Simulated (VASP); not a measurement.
Given:

```xyz
2
Lattice="0.0000 2.2559 2.2559 2.2559 0.0000 2.2559 2.2559 2.2559 0.0000" Properties=species:S:1:pos:R:3 pbc="T T T"
Hf     0.0000     0.0000     0.0000
C      2.2559     2.2559     2.2559
```

Calculation: PBEsol GGA, VASP's PBE PAW potentials (set 64) (plane waves; VASP). Run with 520 eV cut-off, 14×14×14 Γ-centred mesh, first-order Methfessel-Paxton smearing of 0.10 eV, potentials Hf_pv C.

Unless said otherwise, spin-orbit coupling is left out, though it shifts the bands of the heavy elements here.

### Question
What does the run give for the energy per atom (σ→0), pressure, band gap (on the k-mesh) with the smallest direct gap where there is one?

### Answer

band gap (on the k-mesh): none (metal, semimetal or under 0.01 eV)
energy per atom (σ→0): -11.060 eV/atom
pressure: 17.64 GPa

Total energies compare only between runs with the same potentials, cut-off and functional.

The compound is HfC in the rock salt structure. This cell is one point of a volume scan, at 0.94 of the reference volume.
